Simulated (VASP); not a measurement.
# How SCF solver and smearing change a VASP run on BaTiO3 (Barioperovskite), part 4 of 4

Aim: find what the SCF solver and smearing change for BaTiO3 (Barioperovskite), and what they cost. The series runs use r2SCAN. The start is a cell from a database of measured crystal structures.

VASP 6.6.1; r2SCAN; plane waves and PAW (Ba_sv, Ti_sv, O).

So far. Step 19 (Smearing: ISMEAR = 1, SIGMA = 0.2): Against the run before the energy at zero width moves by -0.08 meV an atom and the pressure by -0.01 GPa, after 16 cycles in 51 s. The entropy term T·S comes to 1.02 meV an atom in size.

## (20) Smearing: ISMEAR = 1, SIGMA = 0.5

INCAR reads:

```
SYSTEM = BaTiO3
PREC = Accurate
ENCUT = 520
EDIFF = 1E-06
NELM = 100
ISMEAR = 1
SIGMA = 0.5
LREAL = .FALSE.
ALGO = Normal
METAGGA = R2SCAN
LASPH = .TRUE.
NBANDS = 26
LORBIT = 11
LWAVE = .FALSE.
LCHARG = .FALSE.
KPAR = 4
ISIF = 2
```

POSCAR reads:

```
BaTiO3
1.0
    3.9855000000      0.0000000000      0.0000000000
    0.0000000000      2.8369000000      2.8451500000
    0.0000000000     -2.8369000000      2.8451500000
Ba Ti O
1 1 3
Direct
    0.0000000000      0.0000000000      0.0000000000
    0.5000000000      0.5124000000      0.5124000000
    0.0000000000      0.4874000000      0.4874000000
    0.5000000000      0.5052400000      0.9918400000
    0.5000000000      0.9918400000      0.5052400000
```

KPOINTS reads:

```
Automatic mesh
0
Gamma
6 6 6
0 0 0
```

The projector-augmented-wave data sets are Ba_sv, Ti_sv and O (PBE family, release 64).

The run is started by

```console
mpirun -np 4 vasp_std
```

Output:

```text
[... set-up lines as in an earlier step ...]
 entering main loop
       N       E                     dE             d eps       ncg     rms          rms(c)
DAV:   1     0.418382509194E+03    0.41838E+03   -0.21550E+04  2704   0.171E+03
DAV:   2    -0.477864880602E+02   -0.46617E+03   -0.44947E+03  3210   0.470E+02
DAV:   3    -0.947293319773E+02   -0.46943E+02   -0.46388E+02  3924   0.145E+02
DAV:   4    -0.970558270106E+02   -0.23265E+01   -0.23188E+01  3918   0.280E+01
[...]
DAV:  14    -0.742096356876E+02    0.38044E-04   -0.19004E-04  3190   0.785E-02    0.157E-02
DAV:  15    -0.742096316063E+02    0.40813E-05   -0.20941E-05  3798   0.449E-02    0.354E-03
DAV:  16    -0.742096315935E+02    0.12780E-07   -0.96754E-07  2148   0.809E-03
   1 F= -.74209632E+02 E0= -.74230922E+02  d E =0.638723E-01
```

Wall time 50 s (4 MPI ranks of Intel Xeon 6975P-C (Granite Rapids), shared host); peak memory 0.89 GiB; 2.6 min of CPU time.

OUTCAR, selected parts (step 20):

```text
  Total        0.4718039      0.5376991      0.2662765      0.0000000      0.0000000      0.0000000
  in kB       11.7492489     13.3902243      6.6310364      0.0000000      0.0000000      0.0000000
  external PRESSURE =      10.5901698 kB  Pullay stress =       0.0000000 kB

 POSITION                                       TOTAL-FORCE (eV/Angst)
 -----------------------------------------------------------------------------------
      0.00000      0.00000      0.00000         0.000000      0.000000      0.158426
      1.99275      0.00000      2.91571         0.000000      0.000000      0.124070
      0.00000      0.00000      2.77345         0.000000      0.000000      0.267226
      1.99275     -1.38044      4.25942         0.000000     -0.013678     -0.274861
      1.99275      1.38044      4.25942         0.000000      0.013678     -0.274861
 -----------------------------------------------------------------------------------
    total drift:                                0.000000      0.000001      0.000694

  FREE ENERGIE OF THE ION-ELECTRON SYSTEM (eV)
  ---------------------------------------------------
  free  energy   TOTEN  =       -74.2096315935 eV

  energy  without entropy=      -74.2735038456  energy(sigma->0) =      -74.23092234

[... 2 parts as in an earlier step ...]

[... 1 further part left out ...]
[key lines of the parts left out:]
E-fermi :   3.5796
```

Against the run before the energy at zero width moves by +0.73 meV an atom and the pressure by -0.01 GPa, after 16 cycles in 50 s. The entropy term T·S comes to 12.77 meV an atom in size.

## (21) Smearing: ISMEAR = -5

INCAR, as its differences from that of step 20:

```diff
@@ -5,4 +5,4 @@
 NELM = 100
-ISMEAR = 1
-SIGMA = 0.5
+ISMEAR = -5
+SIGMA = 0.05
 LREAL = .FALSE.
```

POSCAR is that of step 20.

KPOINTS is that of step 20.

The run is started by

```console
mpirun -np 4 vasp_std
```

Output:

```text
[... set-up lines as in an earlier step ...]
 entering main loop
       N       E                     dE             d eps       ncg     rms          rms(c)
DAV:   1     0.418376428491E+03    0.41838E+03   -0.21550E+04  2704   0.171E+03
DAV:   2    -0.477676143811E+02   -0.46614E+03   -0.45031E+03  3210   0.470E+02
DAV:   3    -0.947758723041E+02   -0.47008E+02   -0.46719E+02  3924   0.145E+02
[... 2 cycles as in an earlier step ...]
DAV:   6    -0.735433066457E+02    0.23648E+02   -0.44126E+01  3848   0.739E+01    0.655E+00
[... 2 cycles as in an earlier step ...]
DAV:   9    -0.742363465162E+02   -0.26375E-01   -0.81365E-02  3674   0.208E+00    0.661E-01
[... 1 cycle as in an earlier step ...]
DAV:  11    -0.742363063818E+02    0.41042E-03   -0.30491E-02  4032   0.152E+00    0.362E-01
[... 2 cycles as in an earlier step ...]
DAV:  14    -0.742343245679E+02    0.31538E-04   -0.16647E-04  3232   0.775E-02    0.141E-02
DAV:  15    -0.742343213847E+02    0.31832E-05   -0.16768E-05  3754   0.387E-02    0.309E-03
DAV:  16    -0.742343213700E+02    0.14749E-07   -0.73218E-07  2054   0.714E-03
   1 F= -.74234321E+02 E0= -.74234321E+02  d E =0.000000E+00
```

Run time: 53 s. Hardware: 4 MPI ranks; peak memory 0.89 GiB.

From OUTCAR (step 21):

```text
  Total        0.4862829      0.5349293      0.2686350      0.0000000      0.0000000      0.0000000
  in kB       12.1098159     13.3212486      6.6897703      0.0000000      0.0000000      0.0000000
  external PRESSURE =      10.7069449 kB  Pullay stress =       0.0000000 kB

[... 5 parts as in an earlier step ...]

[... 1 further part left out ...]
[key lines of the parts left out:]
E-fermi :   3.6054
```

Against the first of the series the energy at zero width stays within 0.01 meV an atom and the pressure within 0.01 GPa, after 16 cycles in 53 s.

## (22) The smearing series as a table

This step: convergence of r2SCAN results with the smearing; plane waves and PAW (VASP 6.6.1).

Derived from the runs above.

Differences are taken from the run with ISMEAR = -1, SIGMA = 0.01. Results of the series, by row:

| setting | status | energy less the reference (meV/atom) | pressure (GPa) | largest force difference (meV/Å) | gap (eV) | SCF cycles | wall time (s) |
| --- | --- | --- | --- | --- | --- | --- | --- |
| ISMEAR = -1, SIGMA = 0.01 | converged | 0 | 1.071 | 0 | 2.24 | 16 | 49 |
| ISMEAR = -1, SIGMA = 0.05 | converged | 0 | 1.071 | 0 | 2.24 | 16 | 49 |
| ISMEAR = -1, SIGMA = 0.1 | converged | 2.82e-4 | 1.071 | 0.004 | 2.24 | 16 | 48 |
| ISMEAR = -1, SIGMA = 0.2 | converged | 0.2323 | 1.092 | 2.643 | 2.242 | 17 | 50 |
| ISMEAR = -1, SIGMA = 0.5 | converged | 26.14 | 2.101 | 224.2 | 2.393 | 16 | 50 |
| ISMEAR = 1, SIGMA = 0.01 | converged | 0 | 1.071 | 0.001 | 2.24 | 16 | 50 |
| ISMEAR = 1, SIGMA = 0.05 | converged | 0.004908 | 1.071 | 0.458 | 2.241 | 16 | 51 |
| ISMEAR = 1, SIGMA = 0.1 | converged | 0.02737 | 1.073 | 1.053 | 2.241 | 16 | 51 |
| ISMEAR = 1, SIGMA = 0.2 | converged | -0.04865 | 1.064 | 2.33 | 2.242 | 16 | 51 |
| ISMEAR = 1, SIGMA = 0.5 | converged | 0.6798 | 1.059 | 7.838 | 2.25 | 16 | 50 |
| ISMEAR = -5 | converged | 0 | 1.071 | 0 | 2.24 | 16 | 53 |

## (23) What came out

```json
{
  "fewest SCF cycles": "ALGO = Normal (16)",
  "most SCF cycles among converged runs": "ALGO = VeryFast (86)",
  "spread of the pressure over the SCF solver": "0.0967 GPa",
  "spread of the energy over the SCF solver": "0.00457 meV/atom",
  "spread of the pressure over the smearing": "1.04 GPa",
  "spread of the energy over the smearing": "26.2 meV/atom"
}
```

What this shows: All SCF solvers that converged agree within 0.05 meV an atom. No setting beats the 39 s of ALGO = Normal by a fifth or more; the slowest converged run is ALGO = VeryFast, at 4.1 min. On a shared host such times are rough. Yet the pressure of AMIX = 0.1, BMIX = 0.01 is +0.07 GPa off: EDIFF tests the energy, which is second order in the error of the density, while the stress is first order. The usual rule keeps the entropy term T·S under 1 meV an atom, which holds up to a width of 0.2 eV for Fermi-Dirac and 0.1 eV for first-order Methfessel-Paxton. Farthest in energy from the narrowest smearing lies ISMEAR = -1, SIGMA = 0.5 (+26.1 meV an atom, +1.03 GPa, 224.2 meV/Å in forces). Methfessel-Paxton smearing is made for metals and can give negative occupations at band edges.

[Lines on the potential files, build, host, timing and source positions are cut from VASP's logs without a mark.]

[Logs are printed without paths, hosts, clocks, repeated set-up lines and the standing remarks that a program may print on its own settings, such as how far it seeks lower states.]

[Hosts, paths, dates, database ids (printed as entryN), source tags and the programs' standing remarks are cut or masked in the printed files.]

[A measured line is paired with the nearest computed mode of its activity, which favours agreement.]
